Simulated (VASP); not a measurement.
Consider the following.

```xyz
2
Lattice="1.1309 -1.9588 0.0000 1.1309 1.9588 0.0000 0.0000 0.0000 3.5594" Properties=species:S:1:pos:R:3 pbc="T T T"
Be     1.1309     0.6529     0.8899
Be     1.1309    -0.6529     2.6696
```

Method: AM05 GGA, VASP's PBE PAW potentials (set 64) (plane waves; VASP). Settings: 520 eV cut-off, 17×17×9 Γ-centred mesh, first-order Methfessel-Paxton smearing of 0.10 eV, potentials Be.

### Question
Estimate the energy per atom (σ→0), band gap (on the k-mesh) with the smallest direct gap where there is one.

### Answer

band gap (on the k-mesh): none (metal, semimetal or under 0.01 eV)
energy per atom (σ→0): -3.960 eV/atom

Only differences to runs with the same potentials and settings are physical.

The compound is Be in the hcp structure. It was relaxed first. The start is the result of an earlier pass.
